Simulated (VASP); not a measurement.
Here is the system:

```
Al2Au
1.0
    0.00000     3.00000     3.00000
    3.00000     0.00000     3.00000
    3.00000     3.00000     0.00000
Al Au
2 1
Direct
  0.25000   0.25000   0.25000
  0.75000   0.75000   0.75000
  0.00000   0.00000   0.00000
```

The numbers are results of PBEsol GGA, VASP's PBE PAW potentials (set 64) (plane waves; VASP), not measurements. Settings: 400 eV cut-off, Gaussian smearing of 0.050 eV, potentials Al Au.

Unless said otherwise, spin-orbit coupling is left out, though it shifts the bands of the heavy elements here.

### Question
Predict the band gap (along the path) with the smallest direct gap where there is one.

### Answer

The band gap (along the path) comes out as none (metal, semimetal or under 0.01 eV).

Total energies compare only between runs with the same potentials, cut-off and functional.

The compound is AuAl2 in the fluorite structure. The cell was not relaxed at this level. The electron count is odd and the run is not spin-polarised, which forces a metal.
